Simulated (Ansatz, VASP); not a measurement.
# YB6: VASP beside Ansatz

One calculation is typed for both programs; each brings its own data sets and cutoff. How far apart do they land? The cell is a member of a volume series, scaled by 0.96 from a relaxed one, so a pressure remains.

Calculated with Ansatz 0.2.0; plane waves, with VASP 6.6.1 beside it; single point at r2SCAN.

## Step 1: Set-up

Symmetry: Pm-3m, No. 221, cubic system. Conventional cell: a = 4.035 Å, b = 4.035 Å, c = 4.035 Å, α = 90.00°, β = 90.00°, γ = 90.00°. Y has 24 B at 2.96 Å nearest. Nearest to B lie 6 B at 1.61 to 2.43 Å and 4 Y at 2.96 Å. Farther neighbours are not listed.

As a file:

```cif
data_structure
_symmetry_space_group_name_H-M 'Pm-3m'
_symmetry_Int_Tables_number 221
_cell_length_a 4.0353
_cell_length_b 4.0353
_cell_length_c 4.0353
_cell_angle_alpha 90.000
_cell_angle_beta 90.000
_cell_angle_gamma 90.000
_cell_volume 65.71
loop_
_atom_site_label
_atom_site_type_symbol
_atom_site_symmetry_multiplicity
_atom_site_Wyckoff_symbol
_atom_site_fract_x
_atom_site_fract_y
_atom_site_fract_z
_atom_site_occupancy
Y1 Y 1 a 0.00000 0.00000 0.00000 1
B1 B 6 f 0.80102 0.50000 0.50000 1
```

## Step 2: VASP: single point, r2SCAN, volume scaled by 0.96

With cell and atoms fixed, the geometry can't cause a difference; cores, projectors, grids and the points listed under the comparison can.

Lines of VASP's logs that name or quote its potential files are left out, and so is its time.

Contents of INCAR:

```
SYSTEM = YB6
PREC = Accurate
ENCUT = 420
EDIFF = 1E-06
NELM = 100
ISMEAR = 0
SIGMA = 0.05
LREAL = .FALSE.
ALGO = Normal
METAGGA = R2SCAN
LASPH = .TRUE.
NBANDS = 21
LORBIT = 11
LWAVE = .FALSE.
LCHARG = .FALSE.
KPAR = 4
ISIF = 2
```

Contents of POSCAR:

```
YB6
1.0
    4.0352852519      0.0000000000      0.0000000000
    0.0000000000      4.0352852519      0.0000000000
    0.0000000000      0.0000000000      4.0352852519
Y B
1 6
Direct
    0.0000000000      0.0000000000      0.0000000000
    0.8010236738      0.5000000000      0.5000000000
    0.1989763262      0.5000000000      0.5000000000
    0.5000000000      0.5000000000      0.8010236738
    0.5000000000      0.5000000000      0.1989763262
    0.5000000000      0.1989763262      0.5000000000
    0.5000000000      0.8010236738      0.5000000000
```

Contents of KPOINTS:

```
Automatic mesh
0
Gamma
6 6 6
0 0 0
```

Potentials, in the order of the species: Y_sv and B (PBE family, release 64).

Started as:

```sh
mpirun -np 4 vasp_std
```

Numbers of over 12 decimals in the logs are rounded to 6 here.

What it wrote:

```text
[banner, memory and clock lines left out]
running    4 mpi-ranks, on    1 nodes
 distrk:  each k-point on    1 cores,    4 groups
 distr:  one band on    1 cores,    1 groups

 POSCAR found type information on POSCAR Y B
 POSCAR found :  2 types and       7 ions
|                                                                             |
|               ----> ADVICE to this user running VASP <----                  |
|                                                                             |
|     You enforced a specific xc type in the INCAR file but a different       |
|     [... a line on the potential file left out ...]
|     I HOPE YOU KNOW WHAT YOU ARE DOING!                                     |
|                                                                             |

 LDA part: xc-table for (None), standard interpolation
 POSCAR, INCAR and KPOINTS ok, starting setup
 FFT: planning ... GRIDC
 FFT: planning ... GRID_SOFT
 FFT: planning ... GRID
 WAVECAR not read
 entering main loop
       N       E                     dE             d eps       ncg     rms          rms(c)
DAV:   1     0.552272606841E+02    0.55227E+02   -0.12765E+04   840   0.113E+03
DAV:   2    -0.761353740849E+02   -0.13136E+03   -0.12673E+03  1136   0.248E+02
DAV:   3    -0.808370203987E+02   -0.47016E+01   -0.46697E+01  1288   0.398E+01
DAV:   4    -0.809377909773E+02   -0.10077E+00   -0.10050E+00  1184   0.496E+00
DAV:   5    -0.809390704856E+02   -0.12795E-02   -0.12786E-02  1114   0.523E-01    0.166E+01
DAV:   6    -0.684038724822E+02    0.12535E+02   -0.11013E+01  1097   0.233E+01    0.135E+01
DAV:   7    -0.675109725937E+02    0.89290E+00   -0.69177E+00  1102   0.137E+01    0.112E+01
DAV:   8    -0.677870896119E+02   -0.27612E+00   -0.23571E+00  1030   0.811E+00    0.228E+00
DAV:   9    -0.675167667755E+02    0.27032E+00   -0.10230E+00  1029   0.515E+00    0.337E-01
DAV:  10    -0.675183794950E+02   -0.16127E-02   -0.53061E-02  1025   0.136E+00    0.845E-01
DAV:  11    -0.675182946997E+02    0.84795E-04   -0.22553E-03  1117   0.275E-01    0.276E-01
DAV:  12    -0.675181046451E+02    0.19005E-03   -0.93317E-04  1086   0.168E-01    0.630E-02
DAV:  13    -0.675181059064E+02   -0.12613E-05   -0.79375E-05  1045   0.572E-02    0.105E-02
DAV:  14    -0.675181048113E+02    0.10951E-05   -0.36805E-06  1015   0.114E-02    0.313E-03
DAV:  15    -0.675181047988E+02    0.12522E-07   -0.62165E-07   656   0.532E-03
   1 F= -.67518105E+02 E0= -.67517439E+02  d E =-.133249E-02
```

OUTCAR, selected parts (step 2):

```text
ion  position               nearest neighbor table
   1  0.000  0.000  0.000-   2 2.96   3 2.96   4 2.96   5 2.96   6 2.96   7 2.96   2 2.96   3 2.96
                             6 2.96   7 2.96   2 2.96   3 2.96   4 2.96   5 2.96   2 2.96   3 2.96
   2  0.801  0.500  0.500-   3 1.61   4 1.72   5 1.72   6 1.72   7 1.72   1 2.96   1 2.96   1 2.96
                             1 2.96
   3  0.199  0.500  0.500-   2 1.61   4 1.72   5 1.72   6 1.72   7 1.72   1 2.96   1 2.96   1 2.96
                             1 2.96
   4  0.500  0.500  0.801-   5 1.61   3 1.72   2 1.72   6 1.72   7 1.72   1 2.96   1 2.96   1 2.96
                             1 2.96
   5  0.500  0.500  0.199-   4 1.61   3 1.72   2 1.72   6 1.72   7 1.72   1 2.96   1 2.96   1 2.96
                             1 2.96
   6  0.500  0.199  0.500-   7 1.61   3 1.72   4 1.72   5 1.72   2 1.72   1 2.96   1 2.96   1 2.96
                             1 2.96
   7  0.500  0.801  0.500-   6 1.61   3 1.72   4 1.72   5 1.72   2 1.72   1 2.96   1 2.96   1 2.96
                             1 2.96

  LATTYP: Found a simple cubic cell.
 ALAT       =     4.0352852519

 Subroutine GETGRP returns: Found 48 space group operations
 (whereof 48 operations were pure point group operations)

The static configuration has the point symmetry O_h .

 Found     20 irreducible k-points:

   k-points           NKPTS =     20   k-points in BZ     NKDIM =     20   number of bands    NBANDS=     21

   dimension x,y,z NGX =    28 NGY =   28 NGZ =   28
   dimension x,y,z NGXF=    56 NGYF=   56 NGZF=   56

   ENCUT  =  420.0 eV  30.87 Ry    5.56 a.u.   6.74  6.74  6.74*2*pi/ulx,y,z

   NELECT =      29.0000    total number of electrons

 k-points in reciprocal lattice and weights: Automatic mesh
   0.00000000  0.00000000  0.00000000       0.005
   0.16666667  0.00000000  0.00000000       0.028
   0.33333333  0.00000000  0.00000000       0.028
   0.50000000  0.00000000  0.00000000       0.014
   0.16666667  0.16666667  0.00000000       0.056
   0.33333333  0.16666667  0.00000000       0.111
   0.50000000  0.16666667  0.00000000       0.056
   0.33333333  0.33333333  0.00000000       0.056
   0.50000000  0.33333333  0.00000000       0.056
[...]
0.50000000  0.50000000  0.33333333       0.028
   0.50000000  0.50000000  0.50000000       0.005

 average (electrostatic) potential at core
       1 -39.5638       2 -27.0326       3 -27.0326       4 -27.0326       5 -27.0326
       6 -27.0326       7 -27.0326

 E-fermi :   7.1187

 k-point     1 :       0.0000    0.0000    0.0000
  band No.  band energies     occupation
    ...
     10      -0.7380      2.00000
     11      -0.7380      2.00000
     12       4.8594      2.00000
     13       4.8594      2.00000
     14       4.8594      2.00000
     15       8.1332      0.00000
     16       8.1332      0.00000
     17       8.1332      0.00000
     18       8.2400      0.00000
     19       8.2400      0.00000
    ...

 k-point     2 :       0.1667    0.0000    0.0000
  band No.  band energies     occupation
    ...
     11       0.6594      2.00000
     12       4.1011      2.00000
     13       4.1011      2.00000
     14       4.9973      2.00000
     15       6.2543      2.00000
     16       8.5062      0.00000
     17       8.9845      0.00000
     18       8.9845      0.00000
     19      10.0286      0.00000
     20      10.1386      0.00000
    ...

 k-point     3 :       0.3333    0.0000    0.0000
  band No.  band energies     occupation
    ...
     11       2.4866      2.00000
     12       3.1086      2.00000
     13       3.1086      2.00000
     14       4.8212      2.00000
     15       5.3288      2.00000
     16       8.6838      0.00000
     17       8.6838      0.00000
     18       9.1504      0.00000
     19       9.2178      0.00000
     20      10.6650      0.00000
    ...

  Total        3.3102210      3.3102210      3.3102210     -0.0000000     -0.0000000      0.0000000
  in kB       80.7132523     80.7132523     80.7132523     -0.0000000     -0.0000000      0.0000000
  external PRESSURE =      80.7132523 kB  Pullay stress =       0.0000000 kB

  energy-cutoff  :      420.00
  volume of cell :       65.71
      direct lattice vectors                 reciprocal lattice vectors
     4.035285252  0.000000000  0.000000000     0.247813956  0.000000000  0.000000000
     0.000000000  4.035285252  0.000000000     0.000000000  0.247813956  0.000000000
     0.000000000  0.000000000  4.035285252     0.000000000  0.000000000  0.247813956

 POSITION                                       TOTAL-FORCE (eV/Angst)
 -----------------------------------------------------------------------------------
      0.00000      0.00000      0.00000         0.000000     -0.000000     -0.000000
      3.23236      2.01764      2.01764         0.174274     -0.000000     -0.000000
      0.80293      2.01764      2.01764        -0.174274     -0.000000     -0.000000
      2.01764      2.01764      3.23236         0.000000     -0.000000      0.174274
      2.01764      2.01764      0.80293        -0.000000     -0.000000     -0.174274
      2.01764      0.80293      2.01764         0.000000     -0.174274     -0.000000
      2.01764      3.23236      2.01764        -0.000000      0.174274     -0.000000
 -----------------------------------------------------------------------------------
    total drift:                               -0.000000      0.000000     -0.000000

  FREE ENERGIE OF THE ION-ELECTRON SYSTEM (eV)
  ---------------------------------------------------
  free  energy   TOTEN  =       -67.5181047988 eV

  energy  without entropy=      -67.5167723071  energy(sigma->0) =      -67.51743855

 total charge
# of ion       s       p       d       f       tot
--------------------------------------------------
    1        2.096   6.202   0.886   0.062   9.246
    2        0.728   1.447   0.000   0.000   2.175
    3        0.728   1.447   0.000   0.000   2.175
    4        0.728   1.447   0.000   0.000   2.175
    5        0.728   1.447   0.000   0.000   2.175
    6        0.728   1.447   0.000   0.000   2.175
    7        0.728   1.447   0.000   0.000   2.175
--------------------------------------------------
tot          6.464  14.883   0.886   0.062  22.296

[... 3 further parts left out ...]
```

This run has no spin polarisation. Its electron count is odd, so without a moment it is a metal by construction.

## Step 3: Ansatz: single point, r2SCAN, volume scaled by 0.96

Ansatz runs on its default PAW (the set named soft_2) files.

The same cell, functional, mesh and smearing now go to Ansatz, which takes its cutoff from its data sets.

Contents of input.yaml:

```yaml
crystal:
  lattice:
    - [4.0352852519, 0.0, 0.0]
    - [0.0, 4.0352852519, 0.0]
    - [0.0, 0.0, 4.0352852519]
  atoms:
    - { symbol: "Y", position: [0.0, 0.0, 0.0] }
    - { symbol: B, position: [0.8010236738, 0.5, 0.5] }
    - { symbol: B, position: [0.1989763262, 0.5, 0.5] }
    - { symbol: B, position: [0.5, 0.5, 0.8010236738] }
    - { symbol: B, position: [0.5, 0.5, 0.1989763262] }
    - { symbol: B, position: [0.5, 0.1989763262, 0.5] }
    - { symbol: B, position: [0.5, 0.8010236738, 0.5] }
hamiltonian:
  xc: r2scan
  pseudopotentials: { kind: paw }
kpoints:
  mp_grid: { grid: [6, 6, 6] }
scf:
  occupations: { method: gaussian, width: 0.05 }
  n_extra_bands: 5
output:
  forces: true
  stress: true
  eigenvalues: true
  write_density: true
  write_potential: true
  elf: true
  volumetric_format: npy
```

Started as:

```sh
ansatz run input.yaml --threads 4 --pin off --max-ram 9216MiB --backend cpu --events-out ev --progress --plain --runs-dir out
```

What it wrote:

```text
scf.n_extra_bands = 5 over 15 filled bands (N_el = 29.0): the run solves 20 bands
Engine: ansatz 0.2.0, aarch64-unknown-linux-gnu
Pseudopotentials: kind: paw
Pseudopotential: Y, paw, valence charge 11, recommended cutoff 500 eV (meta_gga), Y.paw.azcp
Pseudopotential: B, paw, valence charge 3, recommended cutoff 500 eV (meta_gga), B.paw.azcp
Functional definition: r2SCAN
  parameter k0 = 0.174
  parameter k1 = 0.065
  parameter a1 = 4.9479
  exchange = r2scan_x(k0 = k0, k1 = k1, a1 = a1)
  correlation = r2scan_c
Crystal: 7 atoms, lattice volume = 65.709 Å³
Basis set: ecut = 500 eV, 1743 PW (Γ), exchange–correlation on 120×120×120 points (64 copies of the dense FFT grid, shifted against one another)
Bands: 20, of which v1, the nominal top of the filled ones, is band 15 counted from 1 (14 counted from 0)
Symmetry: 48 space group operations
Space group: Pm-3m (ITA 221), of the structure as read, at distance tolerance 4.0e-5 Å
k-points: 20 of 216
Non-local potential: Y, projectors of the file, l = 0: 3, l = 1: 2, l = 2: 2, l = 3: 1
Non-local potential: B, projectors of the file, l = 0: 2, l = 1: 2, l = 2: 1
PAW form: soft (Blöchl's): semilocal exchange-correlation on the pseudo side does not see the compensation charge
PAW frozen core: Y, regenerated for the run's functional (the file was generated under x = pbe(κ = 0.804, μ = 0.219515), c = pbe(β = 0.066725))
PAW frozen core: B, regenerated for the run's functional (the file was generated under x = pbe(κ = 0.804, μ = 0.219515), c = pbe(β = 0.066725))
PAW one-centre angular grid: Y, 590 points (default); XC on 160 Gauss nodes
PAW one-centre angular grid: B, 302 points (default); XC on 160 Gauss nodes
Initial density: superposition of atomic densities (neutral atoms: chi_scale 0, normalization atom), corrected by the library's trained network
Initial wavefunctions: pseudopotential atomic-orbital guess
Functional: x = r2scan, c = r2scan; τ floored in thin density (d = 2e-4 eV/Å³)
SCF iter   1: F=—  HF=-4802.126433 eV  |F-HF|=—  |Δ(HF+E_count)|=         —  Δρ=5.52e-3  dr2=1.26e-2  dr2_τ=1.06e0  ethr=1.77e-3  ⟨swp⟩=6.2  Hψ=2081  notcnv=0
preconditioner: auto → Resta (q_TF=auto, 2.381 Å⁻¹)  ε∞=5.3  [insulator: Δε(μ)=0.106 eV  Ē_g=10.136 eV  σ=0.050 eV  W_gap=0.73  n_scr=18 (ndim 8)  ℏωp=21.0 eV  f_vac=0.000  D(μ)=1.10/eV (n_scr^D=6)  ε∞_Penn≈5.3]
SCF iter   2: F=—  HF=-4802.237385 eV  |F-HF|=—  |Δ(HF+E_count)|=   1.11e-1  Δρ=4.07e-3  dr2=5.63e-3  dr2_τ=1.18e-4  ethr=4.36e-5  ⟨swp⟩=2.2  Hψ=911  notcnv=0  defer=20
SCF iter   3: F=—  HF=-4802.238564 eV  |F-HF|=—  |Δ(HF+E_count)|=   1.18e-3  Δρ=6.58e-4  dr2=1.30e-4  dr2_τ=1.01e-4  ethr=1.94e-5  ⟨swp⟩=2.4  Hψ=712  notcnv=0  defer=20
SCF iter   4: F=—  HF=-4802.238635 eV  |F-HF|=—  |Δ(HF+E_count)|=   7.06e-5  Δρ=2.17e-4  dr2=1.50e-5  dr2_τ=1.24e-6  ethr=4.49e-7  ⟨swp⟩=2.5  Hψ=593  notcnv=0  defer=20
SCF iter   5: F=—  HF=-4802.238644 eV  |F-HF|=—  |Δ(HF+E_count)|=   9.39e-6  Δρ=4.05e-5  dr2=8.14e-7  dr2_τ=5.58e-8  ethr=5.18e-8  ⟨swp⟩=2.0  Hψ=586  notcnv=0  defer=20
SCF iter   6: F=-4802.238645 eV  HF=-4802.238644 eV  |F-HF|=2.46e-8  |Δ(HF+E_count)|=   4.70e-7  Δρ=6.80e-6  dr2=3.11e-8  dr2_τ=2.57e-9  ethr=3.45e-10  ⟨swp⟩=13.7  Hψ=2933  notcnv=0
SCF 1 converged in 6 iterations: F = -4802.238645 eV  dr2 = 3.11e-8
  greatest PAW one-centre occupation: 0.995 electrons in one spin orbital (limit 2), on the Y atom at site 0 (counted from 0), in its partial waves of l = 0
SCF converged after 6 iterations
Free energy (F): -4802.238645 eV
Harris-Foulkes:  -4802.238644 eV  (|F-HF|=2.46e-8)
Internal energy: -4802.237322 eV  (E = F + TS)
E sigma→0 (E₀):  -4802.237983 eV
Entropy (-TS):   -0.001322 eV (-0.189 meV/atom)
Fermi energy:    12.342351 eV
--- Per-component energies (eV) ---
  E_band       = -43.715496
  E_kinetic    = 614.134449
  E_local      = -649.914288  (includes V_loc(G=0)·N_el)
  E_nonlocal   = 117.521899
  E_hartree    = 197.548804
  E_xc         = -362.512997
  E_vxc        = -478.186695  (∫ρ·V_xc dr)
  E_paw        = -3322.513742  (= ΣΔE_a)
  E_vpaw       = -66.613705  (= ΣTr[D̂ρ^β])
  E_aug_tail   = -0.000007  (compensation charges beyond the density's cutoff)
  E_vtau       = 24.243509  (kinetic-family band-sum trace: ∫τ·v_τ [+ j·A + Jᵃ·Aᵃ] dr)
  E_ewald      = -1396.236834
  E_core_change = -0.264606  (= ΣΔE_core)
  E_smearing   = -0.001322  (= −TS)
  E_closure    = 0.000000  (closes the sum)
  Σ components = -4802.238645   (vs F -4802.238645, Δ=0.00e0)
--- Forces (eV/Å), atoms counted from 1 ---
  atom   1  Y     -0.00000000     0.00000000     0.00000000
  atom   2  B      0.13030751    -0.00000000     0.00000000
  atom   3  B     -0.13030751     0.00000000     0.00000000
  atom   4  B      0.00000000     0.00000000     0.13030751
  atom   5  B      0.00000000     0.00000000    -0.13030751
  atom   6  B     -0.00000000    -0.13030751     0.00000000
  atom   7  B      0.00000000     0.13030751     0.00000000
  max |Σ_I F_I| component: 8.33e-17 eV/Å
--- Stress (GPa, compression-positive) ---
        7.800466      -0.000000      -0.000000
       -0.000000       7.800466       0.000000
        0.000000      -0.000000       7.800466
  P = ⅓ Tr σ = 7.8005 GPa (78.005 kbar)
--- Band table (eV; the first three rows and the last of 20) ---
  k-point 0: bands = [... 11 lower, 10.0888, 10.0888, 10.0888, 13.3663, 13.3663, 13.3663, 13.4562, 13.4562, ... 1 higher]
  k-point 1: bands = [... 11 lower, 9.3322, 9.3322, 10.2270, 11.4795, 13.7227, 14.2151, 14.2151, 15.2511, ... 1 higher]
  k-point 2: bands = [... 11 lower, 8.3421, 8.3421, 10.0464, 10.5594, 13.9067, 13.9067, 14.3693, 14.4410, ... 1 higher]
  k-point 19: bands = [... 11 lower, 9.4902, 9.4902, 9.4902, 15.3317, 15.3317, 15.6334, 15.7873, 15.7873, ... 1 higher]
```

It took 1.8 s on 4 threads of Arm Neoverse V1, shared host; peak memory 0.49 GiB.

The column dr2 measures how far the density is from self-consistency, as an energy; F and HF (Harris–Foulkes) agree once it is small.

The run ends at a pressure of 7.80 GPa, with forces up to 0.13 eV/Å.

## Step 4: Comparison

Known differences besides the potentials themselves: VASP keeps PBE cores, Ansatz makes them for the functional; the cutoff is 500 eV in Ansatz and 420 eV in VASP. Total energies have different zeros and are not compared.

Both answers:

| quantity | Ansatz | VASP | difference |
| --- | --- | --- | --- |
| pressure (GPa) | 7.80 | 8.07 | -0.27 |

Forces (eV/Å; atoms numbered as in POSCAR):

```
atom        Ansatz x, y, z          VASP x, y, z
  Y1   0.000, 0.000, 0.000   0.000, 0.000, 0.000
  B2   0.130, 0.000, 0.000   0.174, 0.000, 0.000
  B3  -0.130, 0.000, 0.000  -0.174, 0.000, 0.000
  B4   0.000, 0.000, 0.130   0.000, 0.000, 0.174
  B5  0.000, 0.000, -0.130  0.000, 0.000, -0.174
  B6  0.000, -0.130, 0.000  0.000, -0.174, 0.000
  B7   0.000, 0.130, 0.000   0.000, 0.174, 0.000
```

The forces differ by 24 meV/Å r.m.s., which is 25.2 % of the r.m.s. force of 0.09 eV/Å (both taken over all components).

## Step 5: Other set-ups

Further runs change the set-up of one program: Ansatz's method, potentials or start, or VASP's data sets, cutoff or form of LDA. The table gives Ansatz less VASP for each quantity, since a change that brings one quantity closer may part another.

```
                                        run  r.m.s. force difference (meV/Å)  pressure (GPa)
                                   as above                               24           -0.27
                       cores kept as stored                               26           -0.46
          Ansatz's all-electron LAPW method                               21           -0.32
    Ansatz's larger PAW set (cutoff 760 eV)                               16           -0.25
norm-conserving potentials (cutoff 1160 eV)                               15            0.77
```

## Step 6: Ansatz: single point, r2SCAN, volume scaled by 0.98

A single point gives forces, pressure and levels at one fixed geometry, so differences don't come from the geometry; what else differs is listed under the comparison. The cell compared in this pair holds 67.08 Å³, against 65.71 Å³ for the pair before.

The cell is a member of a volume series, scaled by 0.98 from a relaxed one, so a pressure remains.

input.yaml, as its differences from that of step 3:

```diff
@@ -2,5 +2,5 @@
   lattice:
-    - [4.0352852519, 0.0, 0.0]
-    - [0.0, 4.0352852519, 0.0]
-    - [0.0, 0.0, 4.0352852519]
+    - [4.0631156848, 0.0, 0.0]
+    - [0.0, 4.0631156848, 0.0]
+    - [0.0, 0.0, 4.0631156848]
   atoms:
```

What it wrote:

```text
[...]
Crystal: 7 atoms, lattice volume = 67.078 Å³
Basis set: ecut = 500 eV, 1743 PW (Γ), exchange–correlation on 120×120×120 points (64 copies of the dense FFT grid, shifted against one another)
Bands: 20, of which v1, the nominal top of the filled ones, is band 15 counted from 1 (14 counted from 0)
Symmetry: 48 space group operations
[...]
k-points: 20 of 216
[...]
k-point 0: bands = [... 11 lower, 9.8568, 9.8568, 9.8568, 13.0990, 13.0990, 13.0990, 13.1525, 13.1525, ... 1 higher]
  k-point 1: bands = [... 11 lower, 9.1108, 9.1108, 9.9923, 11.2324, 13.4131, 13.9233, 13.9233, 14.9127, ... 1 higher]
  k-point 2: bands = [... 11 lower, 8.1308, 8.1308, 9.8303, 10.3180, 13.5957, 13.5957, 14.0369, 14.1256, ... 1 higher]
  k-point 19: bands = [... 11 lower, 9.2453, 9.2453, 9.2453, 14.9808, 14.9808, 15.2560, 15.4101, 15.4101, ... 1 higher]
[key lines of the parts left out:]
SCF converged after 6 iterations
Free energy (F): -4802.287266 eV
Fermi energy:    12.073997 eV
P = ⅓ Tr σ = 3.6437 GPa (36.437 kbar)
```

Elapsed: 1.8 s, on 4 threads; peak memory 0.49 GiB.

The run ends at a pressure of 3.64 GPa, with forces up to 0.050 eV/Å.

(Continued in part 2 of 2.)

[Lines on the potential files, build, host, timing and source positions are cut from VASP's logs without a mark.]

[Logs are printed without paths, hosts, clocks, repeated set-up lines and the standing remarks that a program may print on its own settings, such as how far it seeks lower states.]

[Hosts, paths, dates, database ids (printed as entryN), source tags and the programs' standing remarks are cut or masked in the printed files.]
